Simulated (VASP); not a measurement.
# CdZn$_{3}$Se$_{4}$ (ordered alloy cell): computed properties

These are PBEsol GGA, VASP's PBE PAW potentials (set 64) (plane waves; VASP) values and carry that method's errors.

```json
{
  "space_group": "Amm2 (38)",
  "cell": "a = 4.056 Å, b = 8.133 Å, c = 11.514 Å, α = β = γ = 90.00°",
  "volume_per_atom": "23.74 Å³/atom",
  "band gap (over mesh and band path)": "0.87 eV",
  "smallest direct gap (over mesh and band path)": "0.87 eV",
  "band_edge_character": "direct, Γ to Γ",
  "density": "5.46 g/cm³"
}
```

```xyz
8
Lattice="-0.0078 5.7434 5.7571 5.7434 -0.0078 5.7571 2.8678 2.8678 0.0000" Properties=species:S:1:pos:R:3 pbc="T T T"
Zn     2.8678     2.8678     0.0077
Zn     5.7284     2.8749     2.8795
Zn     2.8749     5.7284     2.8795
Se     1.4339     1.4339     1.4416
Se     4.3718     1.3638     4.2518
Se     1.3638     4.3718     4.2518
Se     4.3017     4.3017     7.3369
Cd     2.8678     2.8678     5.7364
```

The structure was generated: CdZn3Se4 was put into an ordered model structure (Amm2), which need not be its known phase. It was relaxed first. Symmetry was kept, so distortions that lower it aren't found.
